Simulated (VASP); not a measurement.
The system is Sc3Te.

```
CELL_PARAMETERS angstrom
0.00000 3.56950 3.56950
3.56950 0.00000 3.56950
3.56950 3.56950 0.00000
ATOMIC_POSITIONS crystal
Sc 0.25000 0.25000 0.25000
Sc 0.75000 0.75000 0.75000
Sc 0.50000 0.50000 0.50000
Te 0.00000 0.00000 0.00000
```

The cell was built by a generator and needn't be a form met in nature.

Base run:

| Item | Value |
| --- | --- |
| Program | VASP 6.6.1 |
| Functional | PBE |
| Potentials or basis | VASP PAW PBE potentials, release 64 (Sc_sv, Te) |
| Cutoff | 520 eV |
| k mesh | 5 × 5 × 5 |
| Occupations | fermi-dirac, width 0.05 eV |
| Spin | no spin polarisation |
| Hubbard terms | Sc d U = 6 eV |

Its results: band gap on the k mesh none (metal or under the smearing width); pressure 12.3 GPa.

**Question.** The run is repeated on the same cell with these changes: hubbard terms from Sc d U = 6 eV to Sc d U = 8 eV. What comes out?

**Answer.** Band gap on the k mesh none (metal or under the smearing width); pressure 16.7 GPa.

Caveats: U without spin polarisation on a metal has little footing; the U is typed as a test and isn't derived for this compound.
